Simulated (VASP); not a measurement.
Input of a VASP 6.6.1 run:

Contents of INCAR:

```
SYSTEM = Ag
ALGO = Normal
DIPOL = 0.5 0.5 0.500
EDIFF = 1E-6
ENCUT = 520
GGA = PE
ICORELEVEL = 1
IDIPOL = 3
ISIF = 2
ISMEAR = 1
KPAR = 2
LASPH = .True.
LCHARG = .False.
LDIPOL = .True.
LREAL = .False.
LVACPOTAV = .True.
LVHAR = .True.
LWAVE = .False.
NBANDS = 30
NELM = 80
PREC = Accurate
SIGMA = 0.1
```

The input KPOINTS:

```
k-points
0
Gamma
  13 9 1
  0 0 0
```

POSCAR

```
Ag
1.0
    2.9314808700      0.0000000000      0.0000000000
    0.0000000000      4.1457400000      0.0000000000
    0.0000000000      0.0000000000     19.3972213000
Ag
4
Direct
    0.5000000000      0.5000000000      0.3866533200
    0.0000000000      0.0000000000      0.4622177700
    0.5000000000      0.5000000000      0.5377822300
    0.0000000000      0.0000000000      0.6133466800
```

Potentials or basis: VASP PAW PBE potentials, release 64 (Ag).

Launch:

```console
$ cat potpaw_PBE.64/Ag/POTCAR > POTCAR
$ mpirun -np 2 vasp_std > vasp.out
```

Q: Estimate the largest force.

A: 0.332 eV/Å.

Q: Predict the band gap on the k mesh.

A: None (metal or under the smearing width).

Q: Predict the work function of the upper face.

A: 4.10 eV.

Core levels (eV, on the scale of the bands):
```
atom                                                                                    levels
1 Ag  1s -25322.3, 2s -3725.9, 2p -3341.4, 3s -680.8, 3p -554.6, 3d -355.7, 4s -92.1, 4p -55.6
2 Ag  1s -25322.6, 2s -3726.3, 2p -3341.8, 3s -681.2, 3p -554.9, 3d -356.0, 4s -92.4, 4p -55.8
3 Ag  1s -25322.6, 2s -3726.3, 2p -3341.8, 3s -681.2, 3p -554.9, 3d -356.0, 4s -92.4, 4p -55.8
4 Ag  1s -25322.3, 2s -3725.9, 2p -3341.4, 3s -680.8, 3p -554.6, 3d -355.7, 4s -92.1, 4p -55.6
```
